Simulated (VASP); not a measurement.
A convergence study with VASP on SnS2 (1T layered): one setting is varied, all else stays as given below, so the limit is that of these other settings. ε∞ is the independent-particle value.

```
CELL_PARAMETERS angstrom
      1.82500    -3.16099     0.00000
      1.82500     3.16099     0.00000
      0.00000     0.00000     5.90000
ATOMIC_POSITIONS crystal
  Sn 0.00000 0.00000 0.00000
  S  0.33333 0.66667 0.25000
  S  0.66667 0.33333 0.75000
```

Computed with PBE GGA, VASP's PBE PAW potentials (set 64) (plane waves; VASP). The tightest run used: 550 eV cut-off, 6×6×3 Γ-centred mesh, Gaussian smearing of 0.050 eV, potentials Sn_d S.

| setting | mean ε∞ | bands |
|---|---|---|
| NBANDS = 14 | 5.10 | 14 |
| NBANDS = 15 | 7.04 | 15 |
| NBANDS = 17 | 8.35 | 17 |

Problem. These are the cheaper rows. Estimate the results at NBANDS = 141, and how far the last row shown lies from them.

Solution. 
```csv
quantity,tightest run,last row shown is off by
mean ε∞,9.30,-0.94
```

Left out are rungs that failed or repeat a setting and relaxations that didn't move; long series are thinned to 24 rows.

The compound is SnS2 in the 1T layered structure. The cell was not relaxed at this level.
